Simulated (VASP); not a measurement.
A VASP calculation is set up with these files.

**POSCAR**
```
CdI2
1.0
  2.1651461869  -3.7501435076   0.0000000000
  2.1651461869   3.7501435076   0.0000000000
  0.0000000000   0.0000000000   7.4081580072
Cd I
1 2
Direct
  1.0000000000   0.0000000000   0.0000000000
  0.3333330000   0.6666670000   0.2318990081
  0.6666670000   0.3333330000   0.7681009919
```

**KPOINTS**
```
Automatic mesh
0
Gamma
6 6 4
0 0 0
```

**INCAR**
```
LMAXMIX  =  4
SIGMA  =  0.05   ! width (eV)
GGA  =  PE   ! PBE
NELM  =  100   ! most electronic steps
ISMEAR  =  0
EDIFF  =  1E-7
LREAL  =  .False.
LWAVE  =  .False.
ISIF  =  2   ! forces and stress, cell fixed
ENCUT  =  480   ! plane-wave cut-off (eV)
SYSTEM  =  CdI2
PREC  =  Accurate
LASPH  =  .True.   ! aspherical one-centre terms
LCHARG  =  .False.
ALGO  =  Normal   ! blocked Davidson
```

POTCAR, in this order: Cd I (PBE.64 set). Program: vasp_std.

### Question
Translate this PBE calculation to Ansatz.

### Answer
One equivalent input (not run):
Ansatz 0.2 input:
```yaml
crystal:
  lattice:
    - [2.1651462, -3.7501435, 0.0000000]
    - [2.1651462, 3.7501435, 0.0000000]
    - [0.0000000, 0.0000000, 7.4081580]
  atoms:
    - { symbol: Cd, position: [1.0000000, 0.0000000, 0.0000000] }
    - { symbol: I, position: [0.3333330, 0.6666670, 0.2318990] }
    - { symbol: I, position: [0.6666670, 0.3333330, 0.7681010] }
kpoints:
  mp_grid: { grid: [6, 6, 4] }
hamiltonian:
  xc: pbe
  pseudopotentials: { kind: paw }
scf:
  occupations: { method: gaussian, width: 0.05 }
  max_iter: 100
output: { forces: true, stress: true, eigenvalues: true }
```
The two are equivalent in intent, not identical: each code has its own PAW files, so the cut-off isn't converted (ENCUT is set for VASP's; basis.ecutwfc is left out, and Ansatz then takes the one that its files recommend); Ansatz stops its SCF on the density residual and VASP on the energy change (EDIFF).

The compound is CdI2 in the 1T layered structure. It was relaxed first, which changed the volume by +13 %.
